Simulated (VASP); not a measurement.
A convergence study with VASP on Li2S (antifluorite): one setting is varied, all else stays as given below, so the limit is that of these other settings.

```yaml
crystal:
  lattice:
    - [0.00000, 2.86000, 2.86000]
    - [2.86000, 0.00000, 2.86000]
    - [2.86000, 2.86000, 0.00000]
  atoms:
    - { symbol: Li, position: [0.25000, 0.25000, 0.25000] }
    - { symbol: Li, position: [0.75000, 0.75000, 0.75000] }
    - { symbol: S, position: [0.00000, 0.00000, 0.00000] }
```

The numbers are results of PBE GGA, VASP's PBE PAW potentials (set 64) (plane waves; VASP), not measurements. The tightest run used: 700 eV cut-off, 12×12×12 Monkhorst-Pack mesh, Gaussian smearing of 0.050 eV, potentials Li_sv S.

```csv
setting,E (eV/atom),pressure (GPa),irreducible k-points
1×1×1 mesh,-1.3456,29.23,1
2×2×2 mesh,-3.9957,-0.42,2
3×3×3 mesh,-3.9795,-0.16,4
```

Question: These are the cheaper rows. Estimate the results at 12×12×12 mesh, and how far the last row shown lies from them.

Answer: 
```csv
quantity,tightest run,last row shown is off by
E (eV/atom),-3.9983,0.0188
pressure (GPa),-0.46,0.30
```

Left out are rungs that failed or repeat a setting and relaxations that didn't move; long series are thinned to 24 rows.

The compound is Li2S in the antifluorite structure. The cell was not relaxed at this level.
